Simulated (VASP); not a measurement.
Given:

```yaml
crystal:
  lattice:
    - [0.00000, 3.39188, 3.39188]
    - [3.39188, 0.00000, 3.39188]
    - [3.39188, 3.39188, 0.00000]
  atoms:
    - { symbol: K, position: [0.00000, 0.00000, 0.00000] }
```

These are LDA (Ceperley-Alder, Perdew-Zunger), VASP's LDA PAW potentials (set 64) (plane waves; VASP) values and carry that method's errors. Run with 300 eV cut-off, 7×7×7 Γ-centred mesh, Gaussian smearing of 0.14 eV, potentials K_sv.

### Question
Give the energies of bands 5 to 7 at the high-symmetry points, in eV from the Fermi level.

### Answer

```json
[
 {"band": "5", "Γ": "-2.15", "X": "0.85", "U": "1.17", "L": "0.20", "W": "1.40"},
 {"band": "6", "Γ": "3.97", "X": "1.27", "U": "1.45", "L": "0.51", "W": "1.62"},
 {"band": "7", "Γ": "3.97", "X": "2.23", "U": "1.52", "L": "3.78", "W": "1.62"}
]
```

It has no gap at this level: it comes out as a metal or semimetal.

The structure comes from a computed database's K entry (Fm-3m); how it stands against other phases isn't given here. The cell was not relaxed at this level.
